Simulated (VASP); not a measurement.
```xyz
5
Lattice="-2.0849 2.0849 4.9258 2.0849 -2.0849 4.9258 2.0849 2.0849 -4.9258" Properties=species:S:1:pos:R:3 pbc="T T T"
Ca     0.0000     0.0000     9.8475
Si     0.0000     0.0000     4.0305
Si     2.0849     0.0000     2.5555
Si     0.0000     2.0849     2.5555
Ir     0.0000     0.0000     6.3705
```

These are PBEsol GGA, VASP's PBE PAW potentials (set 64) (plane waves; VASP) values and carry that method's errors. Run with 400 eV cut-off, Gaussian smearing of 0.050 eV, potentials Ca_sv Si Ir.

Q: Give the energies of bands 6 to 18 at the high-symmetry points, in eV from the Fermi level.

A: 
```json
[
 {"band": "6", "Γ": "-6.68", "X": "-8.36", "P": "-8.30", "N": "-9.42", "M": "-8.36", "S": "-9.21", "R": "-8.19"},
 {"band": "7", "Γ": "-6.35", "X": "-8.24", "P": "-8.30", "N": "-6.20", "M": "-6.55", "S": "-6.59", "R": "-8.15"},
 {"band": "8", "Γ": "-5.12", "X": "-6.24", "P": "-6.40", "N": "-5.03", "M": "-4.73", "S": "-5.03", "R": "-5.83"},
 {"band": "9", "Γ": "-5.12", "X": "-4.77", "P": "-4.54", "N": "-4.32", "M": "-4.73", "S": "-4.24", "R": "-4.79"},
 {"band": "10", "Γ": "-4.20", "X": "-3.56", "P": "-3.39", "N": "-3.94", "M": "-4.65", "S": "-3.93", "R": "-3.74"},
 {"band": "11", "Γ": "-2.78", "X": "-3.23", "P": "-3.39", "N": "-3.74", "M": "-2.72", "S": "-3.93", "R": "-3.57"},
 {"band": "12", "Γ": "-2.60", "X": "-3.19", "P": "-3.23", "N": "-3.01", "M": "-2.45", "S": "-3.29", "R": "-3.42"},
 {"band": "13", "Γ": "-2.37", "X": "-2.95", "P": "-2.85", "N": "-2.79", "M": "-2.45", "S": "-1.84", "R": "-2.62"},
 {"band": "14", "Γ": "-1.16", "X": "-2.05", "P": "-1.94", "N": "-1.53", "M": "-1.50", "S": "-1.73", "R": "-1.93"},
 {"band": "15", "Γ": "-1.16", "X": "-1.89", "P": "-1.94", "N": "-0.74", "M": "-0.31", "S": "-1.01", "R": "-1.51"},
 {"band": "16", "Γ": "0.64", "X": "-1.61", "P": "-1.81", "N": "0.04", "M": "2.02", "S": "0.54", "R": "-1.19"},
 {"band": "17", "Γ": "0.64", "X": "2.52", "P": "2.16", "N": "0.80", "M": "2.02", "S": "1.30", "R": "2.40"},
 {"band": "18", "Γ": "0.88", "X": "4.01", "P": "4.10", "N": "2.66", "M": "2.59", "S": "2.75", "R": "3.90"}
]
```

It has no gap at this level: it comes out as a metal or semimetal.

The structure comes from a computed database's CaSi3Ir entry (I4mm); how it stands against other phases isn't given here. It was relaxed first. The electron count is odd and the run is not spin-polarised, which forces a metal.
